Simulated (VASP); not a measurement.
Consider the following.

```yaml
crystal:
  lattice:
    - [0.00000, 2.26632, 2.26632]
    - [2.26632, 0.00000, 2.26632]
    - [9.07098, 9.07098, -0.00569]
  atoms:
    - { symbol: Zr, position: [0.00188, 0.00188, 0.99859] }
    - { symbol: Zr, position: [0.00000, 0.00000, 0.25000] }
    - { symbol: Zr, position: [0.99812, 0.99812, 0.50141] }
    - { symbol: N, position: [0.50186, 0.50186, 0.12361] }
    - { symbol: N, position: [0.49814, 0.49814, 0.37639] }
    - { symbol: N, position: [0.49803, 0.49803, 0.62647] }
    - { symbol: N, position: [0.50197, 0.50197, 0.87353] }
    - { symbol: Sc, position: [0.00000, 0.00000, 0.75000] }
```

Level of theory: PBEsol GGA, VASP's PBE PAW potentials (set 64) (plane waves; VASP). Numerical set-up: 520 eV cut-off, 13×13×4 Γ-centred mesh, tetrahedra with Blöchl corrections, potentials Zr_sv N Sc_sv.

The cores are frozen, which limits the accuracy of field gradients.

Q: Give the principal components of the electric field gradient (V/Å²) and the asymmetry η at each nucleus.

A: 
```json
[
 {"atom": "Zr1", "Vxx": "1.4", "Vyy": "1.4", "Vzz": "-2.9", "η": "0.00"},
 {"atom": "Zr2", "Vxx": "1.5", "Vyy": "1.5", "Vzz": "-3.0", "η": "0.00"},
 {"atom": "Zr3", "Vxx": "1.4", "Vyy": "1.4", "Vzz": "-2.9", "η": "0.00"},
 {"atom": "N4", "Vxx": "-0.4", "Vyy": "-0.4", "Vzz": "0.8", "η": "0.00"},
 {"atom": "N5", "Vxx": "-0.4", "Vyy": "-0.4", "Vzz": "0.8", "η": "0.00"},
 {"atom": "N6", "Vxx": "0.6", "Vyy": "0.5", "Vzz": "-1.1", "η": "0.00"},
 {"atom": "N7", "Vxx": "0.6", "Vyy": "0.5", "Vzz": "-1.1", "η": "0.00"},
 {"atom": "Sc8", "Vxx": "-1.5", "Vyy": "-1.5", "Vzz": "3.0", "η": "0.00"}
]
```

The structure was generated: ScZr3N4 was put into an ordered model structure (R-3m), which need not be its known phase. It was relaxed first.
